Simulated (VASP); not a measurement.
VASP input:

### KPOINTS
```
Automatic mesh
0
Gamma
2 2 2
0 0 0
```

INCAR:
```
SYSTEM = SnO
PREC = Accurate
ENCUT = 520
EDIFF = 1E-6
NELM = 25
ALGO = VeryFast
LREAL = .FALSE.
LASPH = .TRUE.
ISMEAR = 0
SIGMA = 0.05
GGA = PE
LMAXMIX = 4
LWAVE = .FALSE.
LCHARG = .FALSE.
ISIF = 2
HFSCREEN = 0.2
AEXX = 0.25
LHFCALC = .TRUE.
PRECFOCK = Fast
ISYM = 3
```

### POSCAR
```
SnO
1
    3.8760000000     0.0000000000     0.0000000000
    0.0000000000     3.8760000000     0.0000000000
    0.0000000000     0.0000000000     4.9368000000
Sn O
2 2
Direct
  0.5000000000   0.0000000000   0.7620000000
  0.0000000000   0.5000000000   0.2380000000
  0.5000000000   0.5000000000   0.0000000000
  0.0000000000   0.0000000000   0.0000000000
```

POTCAR, in this order: Sn_d O (PBE.64 set). Program: vasp_std.

The resulting files:

standard output:
```
 POSCAR found type information on POSCAR SnO
 POSCAR found :  2 types and       4 ions
 Reading from existing POTCAR
 Reading from existing POTCAR
 LDA part: xc-table for (Slater+PW92), standard interpolation
 POSCAR, INCAR and KPOINTS ok, starting setup
 WAVECAR not read
 entering main loop
       N       E                     dE             d eps       ncg     rms          rms(c)
RMM:   1    -0.214162178086E+04   -0.21416E+04   -0.23583E+04   144   0.246E+03
RMM:   2    -0.208668166680E+04    0.54940E+02   -0.46639E+03   144   0.439E+02
RMM:   3    -0.208465570661E+04    0.20260E+01   -0.10939E+03   144   0.214E+02
RMM:   4    -0.210989246439E+04   -0.25237E+02   -0.71978E+02   144   0.165E+02
RMM:   5    -0.213495890103E+04   -0.25066E+02   -0.73286E+02   144   0.141E+02
RMM:   6    -0.215617347847E+04   -0.21215E+02   -0.11815E+03   144   0.171E+02
RMM:   7    -0.217025985855E+04   -0.14086E+02   -0.15635E+03   144   0.203E+02
RMM:   8    -0.217851999238E+04   -0.82601E+01   -0.17139E+03   144   0.220E+02
RMM:   9    -0.209287915674E+04    0.85641E+02   -0.72145E+02   463   0.231E+02
RMM:  10    -0.209054589519E+04    0.23333E+01   -0.35361E+01   472   0.386E+01
RMM:  11    -0.208675923549E+04    0.37867E+01   -0.74133E+00   474   0.213E+01
RMM:  12    -0.208598241058E+04    0.77682E+00   -0.58692E+00   475   0.193E+01    0.133E+01
RMM:  13     0.180616170103E+03    0.22666E+04   -0.13393E+02   508   0.923E+01    0.132E+01
RMM:  14     0.173038708550E+03   -0.75775E+01   -0.14871E+01   476   0.249E+01    0.246E+00
RMM:  15     0.176787264015E+03    0.37486E+01   -0.48211E+00   463   0.183E+01    0.140E+00
RMM:  16     0.176981076682E+03    0.19381E+00   -0.46534E+00   471   0.160E+01    0.869E-01
RMM:  17     0.176944936072E+03   -0.36141E-01   -0.47953E+00   469   0.156E+01    0.519E-01
RMM:  18     0.176945978924E+03    0.10429E-02   -0.48142E+00   475   0.153E+01    0.265E-01
RMM:  19     0.177013102105E+03    0.67123E-01   -0.49683E+00   472   0.154E+01    0.196E-01
RMM:  20     0.176986345272E+03   -0.26757E-01   -0.50256E+00   474   0.153E+01    0.114E-01
RMM:  21     0.177072552960E+03    0.86208E-01   -0.50293E+00   480   0.155E+01    0.141E-01
RMM:  22     0.177054574080E+03   -0.17979E-01   -0.49817E+00   487   0.154E+01    0.124E-01
RMM:  23     0.177146707061E+03    0.92133E-01   -0.49662E+00   487   0.155E+01    0.147E-01
RMM:  24     0.177137215455E+03   -0.94916E-02   -0.47898E+00   493   0.154E+01    0.138E-01
RMM:  25     0.177237442242E+03    0.10023E+00   -0.46736E+00   490   0.156E+01

 -----------------------------------------------------------------------------
|                                                                             |
|           W    W    AA    RRRRR   N    N  II  N    N   GGGG   !!!           |
|           W    W   A  A   R    R  NN   N  II  NN   N  G    G  !!!           |
|           W    W  A    A  R    R  N N  N  II  N N  N  G       !!!           |
|           W WW W  AAAAAA  RRRRR   N  N N  II  N  N N  G  GGG   !            |
|           WW  WW  A    A  R   R   N   NN  II  N   NN  G    G                |
|           W    W  A    A  R    R  N    N  II  N    N   GGGG   !!!           |
|                                                                             |
|     The electronic self-consistency was not achieved in the given           |
|     number of steps (NELM). The forces and other quantities evaluated       |
|     might not be reliable so examine the results carefully. If you find     |
|     spurious results, we suggest increasing NELM, if you were close to      |
|     convergence or switching to a different ALGO or adjusting the           |
|     density mixing parameters otherwise.                                    |
|                                                                             |
 -----------------------------------------------------------------------------

   1 F= 0.17723744E+03 E0= 0.17723935E+03  d E =-.382386E-02
```

OUTCAR:
```
------------------------ aborting loop EDIFF was not reached (unconverged)  ----------------------------
  FORCE on cell =-STRESS in cart. coord.  units (eV):
  Direction    XX          YY          ZZ          XY          YZ          ZX
  --------------------------------------------------------------------------------------
  Total     -258.3750735   -258.3750735   -263.3517265      0.0000000      0.0000000      0.0000000
  in kB    -5581.4639682  -5581.4639682  -5688.9705043      0.0000000      0.0000000      0.0000000
  external PRESSURE =   -5617.2994802 kB  Pullay stress =       0.0000000 kB
  volume of cell :       74.17
      direct lattice vectors                 reciprocal lattice vectors
     3.876000000  0.000000000  0.000000000     0.257997936  0.000000000  0.000000000
     0.000000000  3.876000000  0.000000000     0.000000000  0.257997936  0.000000000
     0.000000000  0.000000000  4.936800000     0.000000000  0.000000000  0.202560363
 POSITION                                       TOTAL-FORCE (eV/Angst)
 -----------------------------------------------------------------------------------
      1.93800      0.00000      3.76184         0.000000      0.000000     -0.914582
      0.00000      1.93800      1.17496         0.000000      0.000000      0.914582
      1.93800      1.93800      0.00000        -0.000000      0.000000      0.000000
      0.00000      0.00000      0.00000         0.000000      0.000000      0.000000
 -----------------------------------------------------------------------------------
    total drift:                                1.720083      0.540804     -3.498616
  FREE ENERGIE OF THE ION-ELECTRON SYSTEM (eV)
  ---------------------------------------------------
  free  energy   TOTEN  =       177.2374422415 eV

  energy  without entropy=      177.2412661006  energy(sigma->0) =      177.23935417

  exchange ACFDT corr.  =        -0.02888058  see jH, gK, PRB 81, 115126
```
(Selected blocks of OUTCAR.)

Task: Read the log: what went wrong, and how is it fixed?

Result: The cause: a hybrid functional was run with ALGO = VeryFast. Convergence was not reached. Against the sound run, the energy per atom (σ→0) goes up by 51.371 eV/atom; the pressure drops by 555.69 GPa; the largest force falls by 0.213 eV/Å; the band gap falls by 0.74 eV. To mend it, set ALGO = Normal.

The mended run (HSE06 screened hybrid, plane waves, VASP's PBE PAW potentials (set 64)) converges, and its OSZICAR ends with
```
   1 F= -.28246338E+02 E0= -.28246338E+02  d E =-.141604E-15
```

The compound is SnO in the litharge structure. The cell was not relaxed at this level.
